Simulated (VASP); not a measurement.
VASP input:

POSCAR:
```
BBi
1
    3.5098548336    -0.0000000000    -0.0000000000
   -1.7549274169     3.0396224955     0.0000000000
   -0.0000000000    -0.0000000000     6.1127491195
B Bi
2 2
Direct
  1.0000000000   0.0000000000   0.0000000000
  1.0000000000   0.0000000000   0.5000000000
  0.3333330000   0.6666670000   0.2500000000
  0.6666670000   0.3333330000   0.7500000000
```

### KPOINTS
```
Automatic mesh
0
Gamma
10 10 5
0 0 0
```

### INCAR
```
SYSTEM  =  BBi
PREC  =  Accurate; ENCUT  =  620; LREAL  =  F
LASPH  =  T
EDIFF  =  1E-6; NELM  =  100; ALGO  =  Normal
LMAXMIX  =  4
ISMEAR  =  1; SIGMA  =  0.1
GGA  =  PS
IBRION  =  2; NSW  =  40; ISIF  =  3
EDIFFG  =  -0.02; PSTRESS  =  100
LWAVE  =  F; LCHARG  =  F
```

POTCAR, in this order: B Bi_d (PBE.64 set). Program: vasp_std.

Question: Write an equivalent input for Quantum ESPRESSO's pw.x.

Answer: One equivalent input (not run):
```
&CONTROL
  calculation = 'vc-relax'
  pseudo_dir = './pseudo'
  outdir = './out'
  tprnfor = .true.
  tstress = .true.
  nstep = 40
  forc_conv_thr = 0.00078
/
&SYSTEM
  ibrav = 0
  nat = 4
  ntyp = 2
  ecutwfc = 76
  occupations = 'smearing'
  smearing = 'methfessel-paxton'
  degauss = 0.00735
  input_dft = 'pbesol'
/
&ELECTRONS
  conv_thr = 7.3e-08
  electron_maxstep = 100
/
&IONS
/
&CELL
  press = 100
/
ATOMIC_SPECIES
  B 10.810 B.upf
  Bi 208.980 Bi.upf
CELL_PARAMETERS angstrom
     3.5098548   -0.0000000   -0.0000000
    -1.7549274    3.0396225    0.0000000
    -0.0000000   -0.0000000    6.1127491
ATOMIC_POSITIONS crystal
  B    1.0000000  0.0000000  0.0000000
  B    1.0000000  0.0000000  0.5000000
  Bi   0.3333330  0.6666670  0.2500000
  Bi   0.6666670  0.3333330  0.7500000
K_POINTS automatic
  10 10 5 0 0 0
```
The two are equivalent in intent, not identical: the potentials are each code's own (VASP's PAW set, PseudoDojo norm-conserving files in pw.x), so ENCUT and ecutwfc are chosen apart and not converted; conv_thr bounds pw.x's estimated SCF error, while EDIFF bounds the energy change between steps; forc_conv_thr acts on force components and is met together with etot_conv_thr.

The structure was generated: BBi was put into the NiAs type type (P6_3/mmc), which need not be its known phase. It was relaxed first under an external pressure of 10 GPa.
